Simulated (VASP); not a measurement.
Calculation: PBE GGA, VASP's PBE PAW potentials (set 64) (plane waves; VASP 6.6.1).

Input for VASP

INCAR:
```
! general
SYSTEM =Zn
PREC   =Accurate
ENCUT  =300   ! plane-wave cut-off (eV)
LREAL  =.FALSE.
LASPH  =.TRUE.   ! aspherical one-centre terms

! electronic loop
EDIFF  =1E-6
NELM   =100   ! most electronic steps
ALGO   =Normal
LMAXMIX=4

! smearing
ISMEAR =0   ! Gaussian
SIGMA  =0.272   ! width (eV)

! functional
GGA    =PE

! ions
ISIF   =2

! output
LWAVE  =.FALSE.
LCHARG =.FALSE.
```

### KPOINTS
```
Automatic mesh
0
Gamma
6 6 2
0 0 0
```

### POSCAR
```
Zn
2.8313980
  1.0000000000   0.0000000000   0.0000000000
 -0.5000000000   0.8660255464   0.0000000000
  0.0000000000   0.0000000000   3.2175077471
Zn
4
Cart
  0.0000000000   0.0000000000   0.0000000000
  0.0000000000   0.0000000000   1.6087538735
 -0.0000005000   0.5773506529   0.8043769368
  0.5000005000   0.2886748935   2.4131308103
```

POTCAR, in this order: Zn (PBE.64 set). Program: vasp_std.

The run wrote:

OSZICAR:
```
       N       E                     dE             d eps       ncg     rms          rms(c)
DAV:   1     0.224500104311E+03    0.22450E+03   -0.17775E+04   792   0.186E+03
DAV:   2     0.686955679206E+01   -0.21763E+03   -0.21200E+03   788   0.346E+02
DAV:   3    -0.440262987797E+01   -0.11272E+02   -0.11147E+02   860   0.926E+01
DAV:   4    -0.448993963855E+01   -0.87310E-01   -0.87258E-01   844   0.839E+00
DAV:   5    -0.449017665097E+01   -0.23701E-03   -0.23693E-03   840   0.303E-01    0.518E+00
DAV:   6    -0.416193599244E+01    0.32824E+00   -0.18060E+00   860   0.211E+01    0.404E+00
DAV:   7    -0.414665951625E+01    0.15276E-01   -0.49932E-02   828   0.293E+00    0.215E+00
DAV:   8    -0.413817171012E+01    0.84878E-02   -0.33949E-03   988   0.145E+00    0.925E-02
DAV:   9    -0.413810104285E+01    0.70667E-04   -0.62917E-04   916   0.874E-01    0.433E-02
DAV:  10    -0.413811931818E+01   -0.18275E-04   -0.26624E-04   908   0.323E-01    0.250E-02
DAV:  11    -0.413811547460E+01    0.38436E-05   -0.11676E-04   840   0.354E-01    0.765E-03
DAV:  12    -0.413811547643E+01   -0.18281E-08   -0.89242E-06   820   0.824E-02
   1 F= -.41381155E+01 E0= -.41128451E+01  d E =-.505408E-01
```

**OUTCAR**
```
------------------------ aborting loop because EDIFF is reached ----------------------------------------
  FORCE on cell =-STRESS in cart. coord.  units (eV):
  Direction    XX          YY          ZZ          XY          YZ          ZX
  --------------------------------------------------------------------------------------
  Total       -0.8586643     -0.8586646     -1.3739438     -0.0000000      0.0000000      0.0000000
  in kB      -21.7510843    -21.7510915    -34.8037847     -0.0000000      0.0000000      0.0000000
  external PRESSURE =     -26.1019868 kB  Pullay stress =       0.0000000 kB
  volume of cell :       63.25
      direct lattice vectors                 reciprocal lattice vectors
     2.831398000  0.000000000  0.000000000     0.353182421  0.203909932  0.000000000
    -1.415699000  2.452063000  0.000000000     0.000000000  0.407819864  0.000000000
     0.000000000  0.000000000  9.110045000     0.000000000  0.000000000  0.109768942
 POSITION                                       TOTAL-FORCE (eV/Angst)
 -----------------------------------------------------------------------------------
      0.00000      0.00000      0.00000        -0.000000     -0.000000      0.000000
      0.00000      0.00000      4.55502        -0.000000     -0.000000      0.000000
     -0.00000      1.63471      2.27751         0.000000      0.000000     -0.000000
      1.41570      0.81735      6.83253        -0.000000      0.000000     -0.000000
 -----------------------------------------------------------------------------------
    total drift:                                0.000000     -0.000000      0.000000
  FREE ENERGIE OF THE ION-ELECTRON SYSTEM (eV)
  ---------------------------------------------------
  free  energy   TOTEN  =        -4.1381154764 eV

  energy  without entropy=       -4.0875746749  energy(sigma->0) =       -4.11284508
```
(Selected blocks of OUTCAR.)

At this cut-off the stress carries a Pulay error, which pulls relaxed volumes low.

The structure was generated: Zn was put into an ordered model structure, which need not be its known phase. The cell was not relaxed at this level. The k-mesh is coarse (spacing up to 0.43 per Å, 2π included), so the numbers may not be converged in it. The run is one of a series of settings (KPOINTS 6×6×2 Γ-centred mesh against the base run), some of them coarse on purpose.
